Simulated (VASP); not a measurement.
Input:

```xyz
2
Lattice="3.9337 0.0000 0.0000 -1.9668 3.4066 0.0000 0.0000 0.0000 3.8391" Properties=species:S:1:pos:R:3 pbc="T T T"
Y      0.0000     0.0000     0.0000
Ge     1.9668     1.1355     1.9195
```

Calculation: PBEsol GGA, VASP's PBE PAW potentials (set 64) (plane waves; VASP). Run with 400 eV cut-off, 10×10×9 Γ-centred mesh, first-order Methfessel-Paxton smearing of 0.10 eV, potentials Y_sv Ge_d.

Energy and stress use the plane-wave basis of the starting cell.

**Question.** The ions, cell shape and volume are relaxed. What does this cell relax into?

**Answer.** 
```xyz
2
Lattice="3.6419 0.0000 0.0000 -1.8210 3.1540 0.0000 0.0000 0.0000 4.1630" Properties=species:S:1:pos:R:3 pbc="T T T"
Y     -1.8210     3.1540     0.0000
Ge     1.8210     1.0513     2.0815
```
Space group P-6m2 (187), at a tolerance of 0.03 Å.

**Question.** How do energy and volume change from the first to the last step?

**Answer.** The energy (σ→0) changes by -52.9 meV/atom and the volume by -7.1 %, in 18 ionic steps.

The structure was generated: YGe was put into the WC type (P-6m2), which need not be its known phase. This run relaxes it. Symmetry was kept, so distortions that lower it aren't found. The electron count is odd and the run is not spin-polarised, which forces a metal.
